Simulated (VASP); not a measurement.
Here is a VASP 6.6.1 calculation.

File INCAR:

```
SYSTEM = ScSF
ALGO     = Normal         ! electronic algorithm
EDIFF    = 1E-6           ! SCF threshold, eV
EDIFFG   = -0.01          ! ionic threshold
ENCUT    = 600            ! plane-wave cutoff, eV
GGA      = PE             ! functional
IBRION   = 2              ! ionic algorithm
ISIF     = 3              ! what is computed and relaxed
ISMEAR   = 0              ! smearing method
IVDW     = 12             ! dispersion correction
LASPH    = .True.         ! aspherical terms in the spheres
LCHARG   = .False.        ! write CHGCAR
LREAL    = .False.        ! projectors in reciprocal space
LWAVE    = .False.        ! write WAVECAR
NELM     = 60             ! most SCF steps
NSW      = 100            ! ionic steps
PREC     = Accurate       ! precision mode
SIGMA    = 0.02           ! smearing width, eV
```

Contents of KPOINTS:

```
k-points
0
Gamma
  9 9 8
  0 0 0
```

Contents of POSCAR:

```
ScSF
1.0
    3.6861530676      0.0000000000      0.0000000000
   -1.8430765338      3.1923021988      0.0000000000
    0.0000000000      0.0000000000      3.6049642972
Sc S F
1 1 1
Direct
    0.6666666667      0.3333333333      0.5000000000
    0.3333333333      0.6666666667      0.0000000000
    0.0000000000      0.0000000000      0.5000000000
```

Potentials or basis: VASP PAW PBE potentials, release 64 (Sc_sv, S, F).

The run is started by

```bash
$ cat potpaw_PBE.64/Sc_sv/POTCAR potpaw_PBE.64/S/POTCAR potpaw_PBE.64/F/POTCAR > POTCAR
$ mpirun -np 1 vasp_std > vasp.out
```

(1) Estimate the space group after relaxing (to 0.05 Å).

(2) What does it give for the relaxed volume?

Results:

(1) P-6m2 (No. 187).

(2) 14.19 Å³/atom.
